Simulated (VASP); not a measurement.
Computed with PBE GGA, VASP's PBE PAW potentials (set 64) (plane waves; VASP).

The input files of a VASP run:

### POSCAR
```
K
1.0
 -2.6400000000   2.6400000000   2.6400000000
  2.6400000000  -2.6400000000   2.6400000000
  2.6400000000   2.6400000000  -2.6400000000
K
1
Cart
  0.0000000000   0.0000000000   0.0000000000
```

**INCAR**
```
SYSTEM  =  K
PREC  =  Accurate; ENCUT  =  300; LREAL  =  .False.
LASPH  =  .True.
EDIFF  =  1E-6; NELM  =  100; ALGO  =  Normal
ISMEAR  =  -1; SIGMA  =  0.1
GGA  =  PE
ISIF  =  2
LWAVE  =  .False.; LCHARG  =  .False.
```

File KPOINTS:
```
Automatic mesh
0
Gamma
1 1 1
0 0 0
```

POTCAR, in this order: K_sv (PBE.64 set). Program: vasp_std.

Output

File OSZICAR:
```
       N       E                     dE             d eps       ncg     rms          rms(c)
DAV:   1     0.319185149044E+02    0.31919E+02   -0.32147E+03    16   0.544E+02
DAV:   2    -0.158272521624E+01   -0.33501E+02   -0.33501E+02    16   0.201E+02
DAV:   3    -0.235362423693E+01   -0.77090E+00   -0.77090E+00    24   0.265E+01
DAV:   4    -0.235917523403E+01   -0.55510E-02   -0.55510E-02    32   0.222E+00
DAV:   5    -0.235918013504E+01   -0.49010E-05   -0.49009E-05    16   0.650E-02    0.234E-01
DAV:   6    -0.236026818018E+01   -0.10880E-02   -0.27789E-04    32   0.145E-01    0.132E-01
DAV:   7    -0.236111961525E+01   -0.85144E-03   -0.81444E-04    24   0.245E-01    0.465E-02
DAV:   8    -0.236114006133E+01   -0.20446E-04   -0.21217E-05    32   0.348E-02    0.713E-03
DAV:   9    -0.236114106015E+01   -0.99882E-06   -0.56651E-07    16   0.525E-03
   1 F= -.23611411E+01 E0= -.22918263E+01  d E =-.138629E+00
```

OUTCAR:
```
------------------------ aborting loop because EDIFF is reached ----------------------------------------
  FORCE on cell =-STRESS in cart. coord.  units (eV):
  Direction    XX          YY          ZZ          XY          YZ          ZX
  --------------------------------------------------------------------------------------
  Total       -0.4256100     -0.4256100     -0.4256100      0.0000000      0.0000000      0.0000000
  in kB       -9.2651106     -9.2651106     -9.2651106      0.0000000      0.0000000      0.0000000
  external PRESSURE =      -9.2651106 kB  Pullay stress =       0.0000000 kB
  volume of cell :       73.60
      direct lattice vectors                 reciprocal lattice vectors
    -2.640000000  2.640000000  2.640000000     0.000000000  0.189393939  0.189393939
     2.640000000 -2.640000000  2.640000000     0.189393939  0.000000000  0.189393939
     2.640000000  2.640000000 -2.640000000     0.189393939  0.189393939  0.000000000
 POSITION                                       TOTAL-FORCE (eV/Angst)
 -----------------------------------------------------------------------------------
      0.00000      0.00000      0.00000         0.000000      0.000000      0.000000
 -----------------------------------------------------------------------------------
    total drift:                               -0.000000     -0.000000     -0.000000
  FREE ENERGIE OF THE ION-ELECTRON SYSTEM (eV)
  ---------------------------------------------------
  free  energy   TOTEN  =        -2.3611410602 eV

  energy  without entropy=       -2.2225116240  energy(sigma->0) =       -2.29182634
```
(Selected blocks of OUTCAR.)

At this cut-off the stress carries a Pulay error, which pulls relaxed volumes low.

The structure is a typed K crystal (Im-3m). The cell was not relaxed at this level. The k-mesh is coarse (spacing up to 1.68 per Å, 2π included), so the numbers may not be converged in it. The run is one of a series of settings (KPOINTS 1×1×1 Γ-centred mesh against the base run), some of them coarse on purpose.
